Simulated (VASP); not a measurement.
Computed with r2SCAN meta-GGA, VASP's PBE PAW potentials (set 64) (plane waves; VASP).

VASP ran on this input.

File KPOINTS:
```
Automatic mesh
0
Gamma
10 10 3
0 0 0
```

### POSCAR
```
C
1.0
  1.2161579496  -2.1064468721   0.0000000000
  1.2161579496   2.1064468721   0.0000000000
  0.0000000000   0.0000000000   6.8873429635
C
4
Cartesian
  0.0000000000   0.0000000000   1.7218357409
  0.0000000000   0.0000000000   5.1655072226
  1.2161579496   0.7021503617   1.7218357409
  1.2161579496  -0.7021503617   5.1655072226
```

INCAR:
```
SYSTEM  =  C
PREC  =  Accurate; ENCUT  =  520; LREAL  =  .FALSE.
LASPH  =  .TRUE.
EDIFF  =  1E-7; NELM  =  100; ALGO  =  Normal
LMIXTAU  =  .TRUE.
ISMEAR  =  0; SIGMA  =  0.05
METAGGA  =  R2SCAN
IBRION  =  2; NSW  =  30; ISIF  =  4
EDIFFG  =  -0.01
LWAVE  =  .FALSE.; LCHARG  =  .FALSE.
```

POTCAR, in this order: C (PBE.64 set). Program: vasp_std.

**Question.** Estimate the energy per atom (σ→0).

**Answer.** 
```json
{
  "energy per atom (σ→0)": "-9.938 eV/atom"
}
```

**OSZICAR**
```
...
DAV:   6    -0.397534626245E+02   -0.58003E-03   -0.16309E-04   684   0.161E-01    0.358E-03
DAV:   7    -0.397534650431E+02   -0.24186E-05   -0.16682E-06   856   0.159E-02    0.107E-03
DAV:   8    -0.397534646073E+02    0.43585E-06   -0.13021E-06   744   0.147E-02    0.103E-03
DAV:   9    -0.397534656777E+02   -0.10705E-05   -0.50799E-07   740   0.925E-03    0.401E-04
DAV:  10    -0.397534662837E+02   -0.60595E-06   -0.15891E-07   688   0.491E-03    0.103E-04
DAV:  11    -0.397534661304E+02    0.15324E-06   -0.14908E-08   500   0.164E-03    0.661E-05
DAV:  12    -0.397534661573E+02   -0.26909E-07   -0.12115E-09   424   0.397E-04
   3 F= -.39753466E+02 E0= -.39753466E+02  d E =-.263166E-01
```

The compound is C in the graphite structure. This cell is one point of a volume scan, at 0.97 of the reference volume. Symmetry was kept, so distortions that lower it aren't found.
